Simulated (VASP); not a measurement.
Computed with PBE GGA, VASP's PBE PAW potentials (set 64) (plane waves; VASP 6.6.1).

VASP input:

File POSCAR:
```
BaF2
1
    0.0000000000     3.1886277525     3.1886277525
    3.1886277525     0.0000000000     3.1886277525
    3.1886277525     3.1886277525     0.0000000000
Ba F
1 2
Direct
  1.0000000000   0.0000000000   1.0000000000
  0.2500000000   0.2500000000   0.2500000000
  0.7500000000   0.7500000000   0.7500000000
```

File KPOINTS:
```
Automatic
0
Gamma
8 8 8
0 0 0
```

**INCAR**
```
ALGO = Normal
EDIFF = 1E-7
ENCUT = 600
GGA = PE
ISIF = 2
ISMEAR = 0
LASPH = .True.
LCHARG = .False.
LMAXMIX = 4
LREAL = .False.
LWAVE = .False.
NELM = 100
PREC = Accurate
SIGMA = 0.05
SYSTEM = BaF2
```

POTCAR, in this order: Ba_sv F (PBE.64 set). Program: vasp_std.

**Question.** Estimate the energy per atom (σ→0), pressure.

**Answer.** 
```json
{
  "energy per atom (σ→0)": "-5.705 eV/atom",
  "pressure": "-2.24 GPa"
}
```

File OSZICAR:
```
...
DAV:   9    -0.171135271689E+02   -0.96705E-02   -0.13704E-02  1272   0.862E-01    0.152E-01
DAV:  10    -0.171163694395E+02   -0.28423E-02   -0.40562E-03   984   0.461E-01    0.445E-02
DAV:  11    -0.171163509571E+02    0.18482E-04   -0.39364E-04  1224   0.155E-01    0.161E-02
DAV:  12    -0.171163762120E+02   -0.25255E-04   -0.57111E-05   928   0.593E-02    0.262E-03
DAV:  13    -0.171163765384E+02   -0.32637E-06   -0.94565E-07  1296   0.792E-03    0.139E-03
DAV:  14    -0.171163771612E+02   -0.62281E-06   -0.29041E-07   872   0.457E-03    0.479E-04
DAV:  15    -0.171163771583E+02    0.28331E-08   -0.33433E-08  1016   0.140E-03
   1 F= -.17116377E+02 E0= -.17116377E+02  d E =-.163019E-10
```

The compound is BaF2 in the fluorite structure. This cell was strained or had an atom moved on purpose.
